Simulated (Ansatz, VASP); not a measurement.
# Cross-check of AlPt3N between VASP and Ansatz

One calculation is typed for both programs; each brings its own data sets. How far apart do they land? The cell is generated by rule, not measured, and may not be a known phase. Of the first pair: The two relaxations start from unlike cells of this crystal (the structure described is Ansatz's start), so only their ends are compared.

Method: plane waves, with VASP 6.6.1 beside it; relaxation of cell and atoms at RPBE, in Ansatz 0.2.0.

## Step 1: Starting point

It takes space group Pm-3m (No. 221, cubic). The conventional cell has a = 3.922 Å, b = 3.922 Å, c = 3.922 Å, α = 90.00°, β = 90.00°, γ = 90.00°. Nearest to Al lie 12 Pt at 2.77 Å. Pt has 2 N at 1.96 Å nearest. Nearest to N lie 6 Pt at 1.96 Å. Farther neighbours and most contacts between anions are not listed.

## Step 2: Ansatz: relaxation of cell and atoms, RPBE, pair 1

Ansatz runs on its default PAW (the set named soft_2) files.

The relaxed volume is the usual yardstick between codes: in a stiff, nearly cubic crystal its relative difference is about their pressure difference at one cell divided by the bulk modulus.

Contents of input.yaml:

```yaml
crystal:
  lattice:
    - [3.92158, 0.0, 0.0]
    - [0.0, 3.92158, 0.0]
    - [0.0, 0.0, 3.92158]
  atoms:
    - { symbol: Al, position: [0.0, 0.0, 0.0] }
    - { symbol: Pt, position: [0.5, 0.5, 0.0] }
    - { symbol: Pt, position: [0.5, 0.0, 0.5] }
    - { symbol: Pt, position: [0.0, 0.5, 0.5] }
    - { symbol: "N", position: [0.5, 0.5, 0.5] }
kpoints:
  mp_grid: { grid: [6, 6, 6] }
hamiltonian:
  xc: rpbe
scf:
  occupations: { method: gaussian, width: 0.1 }
output:
  forces: true
  stress: true
  eigenvalues: true
relax:
  adjacent_minimum: "off"
  f_tol: 0.05
  max_steps: 80
  cell: { stress_tol: 0.5 }
```

Started as:

```
$ ansatz run input.yaml --threads 8 --pin off --max-ram 14336MiB --backend cpu --events-out ev --progress --plain --runs-dir out
```

Numbers of over 12 decimals in the logs are rounded to 6 here.

Output:

```text
The last accepted step is kept in <dir> (removed where the run ends without a failure and the disk answers)
Engine: ansatz 0.2.0, aarch64-unknown-linux-gnu
Pseudopotentials: kind: paw
Pseudopotential: Al, paw, valence charge 3, recommended cutoff 420 eV (normal), Al.paw.azcp
Pseudopotential: Pt, paw, valence charge 18, recommended cutoff 420 eV (normal), Pt.paw.azcp
Pseudopotential: N, paw, valence charge 5, recommended cutoff 420 eV (normal), N.paw.azcp
Functional definition: RPBE
  parameter kappa = 0.804
  parameter beta = 0.066725
  exchange = rpbe_x(kappa = kappa, mu = beta*pi^2/3)
  correlation = pbe_c(beta = beta)
Crystal: 5 atoms, lattice volume = 60.309 Å³
Basis set: ecut = 420 eV, 1189 PW (Γ), exchange–correlation on 54×54×54 points (8 copies of the dense FFT grid, shifted against one another)
Bands: 38, of which v1, the nominal top of the filled ones, is band 31 counted from 1 (30 counted from 0)
Symmetry: 48 space group operations
Space group: Pm-3m (ITA 221), of the structure as read, at distance tolerance 3.9e-5 Å
k-points: 20 of 216
Non-local potential: Al, projectors of the file, l = 0: 2, l = 1: 2, l = 2: 1
Non-local potential: Pt, projectors of the file, l = 0: 3, l = 1: 2, l = 2: 2, l = 3: 1
Non-local potential: N, projectors of the file, l = 0: 2, l = 1: 2, l = 2: 1
PAW form: soft (Blöchl's): semilocal exchange-correlation on the pseudo side does not see the compensation charge
PAW frozen core: Al, regenerated for the run's functional, and the local potential with it (the file was generated under x = pbe(κ = 0.804, μ = 0.219515), c = pbe(β = 0.066725))
PAW frozen core: Pt, regenerated for the run's functional, and the local potential with it (the file was generated under x = pbe(κ = 0.804, μ = 0.219515), c = pbe(β = 0.066725))
PAW frozen core: N, regenerated for the run's functional, and the local potential with it (the file was generated under x = pbe(κ = 0.804, μ = 0.219515), c = pbe(β = 0.066725))
PAW one-centre angular grid: Al, 110 points (default); XC on 64 Gauss nodes
PAW one-centre angular grid: Pt, 590 points (default); XC on 64 Gauss nodes
PAW one-centre angular grid: N, 110 points (default); XC on 64 Gauss nodes
Initial density: superposition of atomic densities (neutral atoms: chi_scale 0, normalization atom), corrected by the library's trained network
Initial wavefunctions: pseudopotential atomic-orbital guess
Functional: x = rpbe, c = pbe(β = 0.066725)
SCF iter   1: F=—  HF=-38532.193212 eV  |F-HF|=—  |Δ(HF+E_count)|=         —  Δρ=1.08e-2  dr2=8.05e-2  ethr=1.77e-3  ⟨swp⟩=6.0  Hψ=2997  notcnv=0  defer=4
preconditioner: auto → Kerker (q_TF=auto, 2.741 Å⁻¹)  [metal: Δε(μ)=0.023 eV  Ē_g=9.978 eV  σ=0.100 eV  W_gap=0.13  n_scr=18 (ndim 8)  ℏωp=29.5 eV  f_vac=0.000  D(μ)=4.52/eV (n_scr^D=56)]
SCF iter   2: F=—  HF=-38532.177232 eV  |F-HF|=—  |Δ(HF+E_count)|=   1.60e-2  Δρ=4.49e-3  dr2=1.07e-2  ethr=1.30e-4  ⟨swp⟩=1.1  Hψ=930  notcnv=0  defer=4
SCF iter   3: F=—  HF=-38532.175667 eV  |F-HF|=—  |Δ(HF+E_count)|=   1.56e-3  Δρ=1.67e-3  dr2=1.69e-3  ethr=1.73e-5  ⟨swp⟩=2.5  Hψ=1038  notcnv=0  defer=4
SCF iter   4: F=—  HF=-38532.175218 eV  |F-HF|=—  |Δ(HF+E_count)|=   4.49e-4  Δρ=4.55e-4  dr2=1.36e-4  ethr=2.72e-6  ⟨swp⟩=2.3  Hψ=1057  notcnv=0  defer=4
SCF iter   5: F=—  HF=-38532.175171 eV  |F-HF|=—  |Δ(HF+E_count)|=   4.68e-5  Δρ=2.18e-4  dr2=2.51e-5  ethr=2.19e-7  ⟨swp⟩=2.0  Hψ=1073  notcnv=0  defer=4
SCF iter   6: F=—  HF=-38532.175056 eV  |F-HF|=—  |Δ(HF+E_count)|=   1.15e-4  Δρ=3.40e-5  dr2=2.92e-7  ethr=4.05e-8  ⟨swp⟩=2.0  Hψ=1076  notcnv=0  defer=4
SCF iter   7: F=-38532.175056 eV  HF=-38532.175056 eV  |F-HF|=4.97e-8  |Δ(HF+E_count)|=   5.92e-8  Δρ=9.46e-6  dr2=7.07e-8  ethr=1.61e-10  ⟨swp⟩=7.9  Hψ=3121  notcnv=0
SCF 1 converged in 7 iterations: F = -38532.175056 eV  dr2 = 7.07e-8
  greatest PAW one-centre occupation: 1.000 electrons in one spin orbital (limit 2), on the Pt atom at site 1 (counted from 0), in its partial waves of l = 0
relax step   1: F+E_penalty+E_count = -38532.17505634 eV  Δ(F+E_penalty+E_count) = +0.000e0 eV  max|allowed force component| = 5.296e-29 eV/Å  Δτ_max = 0.0000 Å  P = +65.271 GPa  Ω = 60.309 Å³  (7 SCF iters, dr2 threshold 1.00e-7 eV, accepted)
[...]
relax step   6: F+E_penalty+E_count = -38534.54250326 eV  Δ(F+E_penalty+E_count) = -2.112e-4 eV  max|allowed force component| = 2.820e-29 eV/Å  Δτ_max = 0.0000 Å  P = +0.032 GPa  Ω = 74.623 Å³  energy of the carried Pulay correction = -2.916e-4 eV  (6 SCF iters, dr2 threshold 5.00e-7 eV, accepted)
[...]
relax step   7: F+E_penalty+E_count = -38534.54296068 eV  Δ(F+E_penalty+E_count) = -4.574e-4 eV  max|allowed force component| = 1.204e-29 eV/Å  Δτ_max = 0.0000 Å  P = +0.030 GPa  Ω = 74.623 Å³  stress off target by 2.98e-2 GPa  SCF on the basis re-selected at this cell (its energy is not comparable with the rows above)  (7 SCF iters)
basis re-selected at this cell: Δ(F+E_penalty+E_count) = -4.574e-4 eV, ΔP = -0.003 GPa vs the last step (what re-selecting the basis moved, of the pressure what is left beyond the Pulay correction that the steps carried, after the strain that the cell walked since its last selection, with what the two solves' SCF thresholds leave and, on support functions, any second-order correction that the steps lacked; it is no m [...]
SCF converged after 7 iterations
Free energy (F): -38534.542961 eV
Harris-Foulkes:  -38534.542961 eV  (|F-HF|=2.18e-11)
Internal energy: -38534.522259 eV  (E = F + TS)
E sigma→0 (E₀):  -38534.532610 eV
Entropy (-TS):   -0.020702 eV (-4.140 meV/atom)
Fermi energy:    17.175524 eV
--- Per-component energies (eV) ---
  E_band       = -657.712671
  E_kinetic    = 2066.491896
  E_local      = -6715.951076  (includes V_loc(G=0)·N_el)
  E_nonlocal   = 654.745612
  E_hartree    = 2615.973971
  E_xc         = -883.317701
  E_vxc        = -1009.809273  (∫ρ·V_xc dr)
  E_paw        = -29001.938286  (= ΣΔE_a)
  E_vpaw       = -885.138528  (= ΣTr[D̂ρ^β])
  E_aug_tail   = 0.000730  (compensation charges beyond the density's cutoff)
  E_ewald      = -7270.379889
  E_core_change = -0.147516  (= ΣΔE_core)
  E_smearing   = -0.020702  (= −TS)
  E_closure    = 0.000000  (closes the sum)
  Σ components = -38534.542961   (vs F -38534.542961, Δ=0.00e0)
--- Forces (eV/Å), atoms counted from 1 ---
  atom   1  Al    -0.00000000     0.00000000    -0.00000000
  atom   2  Pt     0.00000000     0.00000000     0.00000000
  atom   3  Pt     0.00000000     0.00000000     0.00000000
  atom   4  Pt    -0.00000000    -0.00000000     0.00000000
  atom   5  N     -0.00000000    -0.00000000    -0.00000000
  max |Σ_I F_I| component: 1.54e-29 eV/Å
--- Stress (GPa, compression-positive) ---
        0.029847       0.000000       0.000000
        0.000000       0.029847       0.000000
        0.000000       0.000000       0.029847
  P = ⅓ Tr σ = 0.0298 GPa (0.298 kbar)
--- Band table (eV; the first three rows and the last of 20) ---
  k-point 0: bands = [... 27 lower, 16.3349, 16.3752, 16.3752, 16.3752, 17.9600, 17.9600, 17.9600, 18.4130, ... 3 higher]
  k-point 1: bands = [... 27 lower, 16.1174, 16.2550, 16.2550, 16.3757, 17.5221, 18.4967, 18.4967, 18.5713, ... 3 higher]
  k-point 2: bands = [... 27 lower, 15.5363, 16.0534, 16.0534, 16.3767, 17.6803, 18.4363, 19.7525, 19.7525, ... 3 higher]
  k-point 19: bands = [... 27 lower, 14.9945, 16.1764, 16.1764, 16.1764, 17.8929, 17.8929, 17.8929, 18.4257, ... 3 higher]
--- Relaxed structure (5 steps of the walk, 5 accepted, 2 SCFs on fresh bases) ---
  F+E_penalty+E_count = -38534.54296068 eV   max|allowed force component| = 1.204e-29 eV/Å   (the final SCF, on the basis selected at the relaxed cell)
  cell:  # Å, volume = 74.6229 Å³
    - [4.210083, 0, 0]
    - [0, 4.210083, 0]
    - [0, 0, 4.210083]
  atoms:
    - { symbol: Al, position: [0, 0, 0] }
    - { symbol: Pt, position: [0.5, 0.5, 0] }
    - { symbol: Pt, position: [0.5, 0, 0.5] }
    - { symbol: Pt, position: [0, 0.5, 0.5] }
    - { symbol: N, position: [0.5, 0.5, 0.5] }
```

## Step 3: VASP: relaxation of cell and atoms, RPBE, pair 1

Its own start cell and the same functional, mesh and smearing now go to VASP, with its own data sets.

Lines of VASP's logs that name or quote its potential files are left out, and so is its time.

Contents of INCAR:

```
SYSTEM = AlPt3N
PREC = Accurate
ENCUT = 600
EDIFF = 1E-07
NELM = 120
ISMEAR = 0
SIGMA = 0.1
LREAL = .FALSE.
ALGO = Normal
GGA = RP
NBANDS = 25
LASPH = .TRUE.
LORBIT = 11
LWAVE = .FALSE.
LCHARG = .FALSE.
ISIF = 3
IBRION = 2
NSW = 80
EDIFFG = -0.005
GGA_COMPAT = .FALSE.
NELMIN = 4
KPAR = 2
```

Contents of POSCAR:

```
AlPt3N
1.0
    4.2091876164      0.0000000000      0.0000000000
    0.0000000000      4.2091876164      0.0000000000
    0.0000000000      0.0000000000      4.2091876164
Al Pt N
1 3 1
Direct
    0.0000000000      0.0000000000      0.0000000000
    0.5000000000      0.5000000000      0.0000000000
    0.5000000000      0.0000000000      0.5000000000
    0.0000000000      0.5000000000      0.5000000000
    0.5000000000      0.5000000000      0.5000000000
```

Contents of KPOINTS:

```
Automatic mesh
0
Gamma
6 6 6
0 0 0
```

Potentials, in the order of the species: Al, Pt and N (PBE family, release 64).

Started as:

```
$ mpirun -np 2 vasp_std
```

Output:

```text
[banner, memory and clock lines left out]
running    2 mpi-ranks, on    1 nodes
 distrk:  each k-point on    1 cores,    2 groups
 distr:  one band on    1 cores,    1 groups

 POSCAR found type information on POSCAR AlPtN
 POSCAR found :  3 types and       5 ions
|                                                                             |
|               ----> ADVICE to this user running VASP <----                  |
|                                                                             |
|     You enforced a specific xc type in the INCAR file but a different       |
|     [... a line on the potential file left out ...]
|     I HOPE YOU KNOW WHAT YOU ARE DOING!                                     |
|                                                                             |

 LDA part: xc-table for (Slater+PW92), standard interpolation
 POSCAR, INCAR and KPOINTS ok, starting setup
 FFT: planning ... GRIDC
 FFT: planning ... GRID_SOFT
 FFT: planning ... GRID
 WAVECAR not read
 entering main loop
       N       E                     dE             d eps       ncg     rms          rms(c)
DAV:   1     0.236524641647E+03    0.23652E+03   -0.20360E+04  1000   0.158E+03
DAV:   2    -0.152441100531E+02   -0.25177E+03   -0.24128E+03  1191   0.316E+02
DAV:   3    -0.277421563648E+02   -0.12498E+02   -0.12156E+02  1192   0.690E+01
DAV:   4    -0.279317480173E+02   -0.18959E+00   -0.18893E+00  1131   0.929E+00
DAV:   5    -0.279344811058E+02   -0.27331E-02   -0.27299E-02  1197   0.109E+00    0.264E+01
DAV:   6    -0.263532043643E+02    0.15813E+01   -0.89640E+00  1218   0.218E+01    0.146E+01
DAV:   7    -0.261351188152E+02    0.21809E+00   -0.11632E+00  1229   0.815E+00    0.909E+00
DAV:   8    -0.260995213974E+02    0.35597E-01   -0.16259E-01  1073   0.255E+00    0.542E-01
DAV:   9    -0.260932227667E+02    0.62986E-02   -0.20851E-02  1072   0.933E-01    0.260E-01
DAV:  10    -0.260930366343E+02    0.18613E-03   -0.16944E-03  1198   0.273E-01    0.747E-02
DAV:  11    -0.260929844349E+02    0.52199E-04   -0.16203E-04  1238   0.951E-02    0.220E-02
DAV:  12    -0.260929844104E+02    0.24561E-07   -0.17149E-05  1045   0.263E-02    0.640E-03
DAV:  13    -0.260929845816E+02   -0.17122E-06   -0.12979E-06  1113   0.781E-03    0.142E-03
DAV:  14    -0.260929845872E+02   -0.55938E-08   -0.72598E-08   709   0.167E-03
   1 F= -.26092985E+02 E0= -.26082941E+02  d E =-.260930E+02
 curvature:   0.00 expect dE= 0.000E+00 dE for cont linesearch  0.000E+00
 trial: gam= 0.00000 g(F)=  0.000E+00 g(S)=  0.348E-04 ort = 0.000E+00 (trialstep = 0.100E+01)
 search vector abs. value=  0.348E-04
 bond charge predicted
       N       E                     dE             d eps       ncg     rms          rms(c)
DAV:   1    -0.260933714738E+02   -0.38689E-03   -0.65625E-03  1044   0.625E-01    0.128E-01
DAV:   2    -0.260930085948E+02    0.36288E-03   -0.16309E-03  1089   0.277E-01    0.714E-02
DAV:   3    -0.260929801419E+02    0.28453E-04   -0.64090E-05  1070   0.488E-02    0.372E-02
DAV:   4    -0.260929737672E+02    0.63748E-05   -0.17915E-05  1131   0.216E-02    0.766E-03
DAV:   5    -0.260929734222E+02    0.34500E-06   -0.67085E-07  1137   0.559E-03    0.340E-03
DAV:   6    -0.260929731072E+02    0.31500E-06   -0.13427E-07   536   0.274E-03    0.727E-04
DAV:   7    -0.260929730854E+02    0.21726E-07   -0.48799E-08   514   0.143E-03
   2 F= -.26092973E+02 E0= -.26082938E+02  d E =0.115017E-04
 trial-energy change:    0.000012  1 .order    0.000008   -0.000035    0.000050
 step:   0.3489(harm=  0.4087)  dis= 0.00000  next Energy=   -26.092990 (dE=-0.591E-05)
 bond charge predicted
       N       E                     dE             d eps       ncg     rms          rms(c)
DAV:   1    -0.260931552327E+02   -0.18213E-03   -0.27842E-03  1042   0.407E-01    0.837E-02
DAV:   2    -0.260930009284E+02    0.15430E-03   -0.69789E-04  1085   0.181E-01    0.464E-02
DAV:   3    -0.260929900101E+02    0.10918E-04   -0.27964E-05  1068   0.323E-02    0.241E-02
DAV:   4    -0.260929896887E+02    0.32146E-06   -0.77025E-06  1128   0.140E-02    0.491E-03
DAV:   5    -0.260929900018E+02   -0.31310E-06   -0.28383E-07   929   0.375E-03    0.231E-03
DAV:   6    -0.260929902177E+02   -0.21590E-06   -0.63425E-08   517   0.192E-03    0.482E-04
DAV:   7    -0.260929902180E+02   -0.27740E-09   -0.20454E-08   530   0.966E-04
   3 F= -.26092990E+02 E0= -.26082949E+02  d E =-.563078E-05
 curvature:  -0.20 expect dE=-0.112E-06 dE for cont linesearch -0.112E-06
 trial: gam=-0.11028 g(F)=  0.103E-63 g(S)=  0.554E-06 ort = 0.439E-05 (trialstep = 0.870E+00)
 search vector abs. value=  0.892E-08
 reached required accuracy - stopping structural energy minimisation
```

Parts of OUTCAR (step 3):

```text
ion  position               nearest neighbor table
   1  0.000  0.000  0.000-   2 2.98   3 2.98   4 2.98   3 2.98   4 2.98   2 2.98   4 2.98   4 2.98
                             2 2.98   3 2.98   3 2.98   2 2.98
   2  0.500  0.500  0.000-   5 2.10   5 2.10   4 2.98   1 2.98   3 2.98   4 2.98   3 2.98   1 2.98
                             3 2.98   3 2.98   1 2.98   4 2.98   4 2.98   1 2.98
   3  0.500  0.000  0.500-   5 2.10   5 2.10   4 2.98   1 2.98   1 2.98   2 2.98   2 2.98   4 2.98
                             2 2.98   2 2.98   1 2.98   4 2.98   1 2.98   4 2.98
   4  0.000  0.500  0.500-   5 2.10   5 2.10   3 2.98   1 2.98   1 2.98   2 2.98   1 2.98   3 2.98
                             1 2.98   2 2.98   3 2.98   2 2.98   2 2.98   3 2.98
   5  0.500  0.500  0.500-   2 2.10   3 2.10   4 2.10   2 2.10   3 2.10   4 2.10

  LATTYP: Found a simple cubic cell.
 ALAT       =     4.2091876164

 Subroutine GETGRP returns: Found 48 space group operations
 (whereof 48 operations were pure point group operations)

The static configuration has the point symmetry O_h .

 Found     20 irreducible k-points:

   k-points           NKPTS =     20   k-points in BZ     NKDIM =     20   number of bands    NBANDS=     25

   dimension x,y,z NGX =    36 NGY =   36 NGZ =   36
   dimension x,y,z NGXF=    72 NGYF=   72 NGZF=   72

   ENCUT  =  600.0 eV  44.10 Ry    6.64 a.u.   8.41  8.41  8.41*2*pi/ulx,y,z

   NELECT =      38.0000    total number of electrons

 k-points in reciprocal lattice and weights: Automatic mesh
   0.00000000  0.00000000  0.00000000       0.005
   0.16666667  0.00000000  0.00000000       0.028
   0.33333333  0.00000000  0.00000000       0.028
   0.50000000  0.00000000  0.00000000       0.014
   0.16666667  0.16666667  0.00000000       0.056
   0.33333333  0.16666667  0.00000000       0.111
   0.50000000  0.16666667  0.00000000       0.056
   0.33333333  0.33333333  0.00000000       0.056
   0.50000000  0.33333333  0.00000000       0.056
[...]
0.50000000  0.50000000  0.33333333       0.028
   0.50000000  0.50000000  0.50000000       0.005

 average (electrostatic) potential at core
       1 -72.7870       2 -64.8209       3 -64.8209       4 -64.8209       5 -61.6504

 E-fermi :   9.5271

 k-point     1 :       0.0000    0.0000    0.0000
  band No.  band energies     occupation
    ...
     15       7.0236      2.00000
     16       8.7026      2.00000
     17       8.7257      2.00000
     18       8.7257      2.00000
     19       8.7257      2.00000
     20      10.3168      0.00000
     21      10.3168      0.00000
     22      10.3168      0.00000
     23      10.7566      0.00000
     24      13.5222      0.00000
    ...

 k-point     2 :       0.1667    0.0000    0.0000
  band No.  band energies     occupation
    ...
     15       7.1505      2.00000
     16       8.4851      2.00000
     17       8.6054      2.00000
     18       8.6054      2.00000
     19       8.7262      2.00000
     20       9.8712      0.00000
     21      10.8542      0.00000
     22      10.8542      0.00000
     23      10.9162      0.00000
     24      13.5234      0.00000
    ...

 k-point     3 :       0.3333    0.0000    0.0000
  band No.  band energies     occupation
    ...
     15       7.0235      2.00000
     16       7.9034      2.00000
     17       8.4034      2.00000
     18       8.4034      2.00000
     19       8.7273      2.00000
     20      10.0254      0.00000
     21      10.7807      0.00000
     22      12.1110      0.00000
     23      12.1110      0.00000
     24      13.5510      0.00000
    ...

  Total        0.0043744      0.0043744      0.0043744      0.0000000      0.0000000     -0.0000000
  in kB        0.0939472      0.0939472      0.0939472      0.0000000      0.0000000     -0.0000000
  external PRESSURE =       0.0939472 kB  Pullay stress =       0.0000000 kB

  energy-cutoff  :      600.00
  volume of cell :       74.60
      direct lattice vectors                 reciprocal lattice vectors
     4.209678802 -0.000000000  0.000000000     0.237547815  0.000000000  0.000000000
    -0.000000000  4.209678802  0.000000000     0.000000000  0.237547815  0.000000000
    -0.000000000 -0.000000000  4.209678802    -0.000000000 -0.000000000  0.237547815

 POSITION                                       TOTAL-FORCE (eV/Angst)
 -----------------------------------------------------------------------------------
      0.00000      0.00000      0.00000         0.000000      0.000000      0.000000
      2.10484      2.10484      0.00000         0.000000      0.000000      0.000000
      2.10484     -0.00000      2.10484         0.000000      0.000000      0.000000
     -0.00000      2.10484      2.10484        -0.000000      0.000000      0.000000
      2.10484      2.10484      2.10484         0.000000     -0.000000      0.000000
 -----------------------------------------------------------------------------------
    total drift:                                0.000000      0.000000      0.000000

  FREE ENERGIE OF THE ION-ELECTRON SYSTEM (eV)
  ---------------------------------------------------
  free  energy   TOTEN  =       -26.0929902180 eV

  energy  without entropy=      -26.0729084037  energy(sigma->0) =      -26.08294931

 reached required accuracy - stopping structural energy minimisation

 total charge
# of ion       s       p       d       tot
------------------------------------------
    1        0.364   0.256   0.000   0.620
    2        0.563   0.511   8.192   9.267
    3        0.563   0.511   8.192   9.267
    4        0.563   0.511   8.192   9.267
    5        1.214   2.434   0.000   3.648
--------------------------------------------------
tot          3.266   4.225  24.577  32.068

[... 3 further parts left out ...]
```

The run keeps the 48 symmetry operations of its start, so it cannot find a distortion of lower symmetry.

(Part 1 of 2 ends here.)

[Lines on the potential files, build, host, timing and source positions are cut from VASP's logs without a mark.]

[Logs are printed without paths, hosts, clocks, repeated set-up lines and the standing remarks that a program may print on its own settings, such as how far it seeks lower states.]

[Hosts, paths, dates, database ids (printed as entryN), source tags and the programs' standing remarks are cut or masked in the printed files.]
